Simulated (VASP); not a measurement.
A convergence study with VASP on ZrS2 (1T layered): one setting is varied, all else stays as given below, so the limit is that of these other settings. Each run relaxes cell and ions from the cell shown.

```yaml
crystal:
  lattice:
    - [1.83000, -3.16965, 0.00000]
    - [1.83000, 3.16965, 0.00000]
    - [0.00000, 0.00000, 5.82000]
  atoms:
    - { symbol: Zr, position: [0.00000, 0.00000, 0.00000] }
    - { symbol: S, position: [0.33333, 0.66667, 0.25000] }
    - { symbol: S, position: [0.66667, 0.33333, 0.75000] }
```

These are PBE GGA, VASP's PBE PAW potentials (set 64) (plane waves; VASP) values and carry that method's errors. The tightest run used: 550 eV cut-off, 7×7×4 Γ-centred mesh, Gaussian smearing of 0.050 eV, potentials Zr_sv S.

Q: The settings run are 2×2×1 mesh; 3×3×2 mesh; 4×4×2 mesh; 5×5×3 mesh; 7×7×4 mesh. From which on does the relaxed volume stay within 0.1 Å³/atom of the tightest run?

A: From 4×4×2 mesh on: it is off by 0.016 there and by no more than 0.1 in any finer run, while 3×3×2 mesh is off by 0.539.
```
setting     relaxed volume (Å³/atom)  E (eV/atom)  irreducible k-points  difference judged (Å³/atom)
----------  ------------------------  -----------  --------------------  ---------------------------
2×2×1 mesh                    23.856      -6.9245                     2                        2.237
3×3×2 mesh                    26.631      -7.0940                     6                        0.539
4×4×2 mesh                    26.109      -7.1236                     8                        0.016
5×5×3 mesh                    26.094      -7.1381                    12                        0.001
7×7×4 mesh                    26.092      -7.1452                    28                        0.000
```

Left out are rungs that failed or repeat a setting and relaxations that didn't move; long series are thinned to 24 rows.

The compound is ZrS2 in the 1T layered structure.
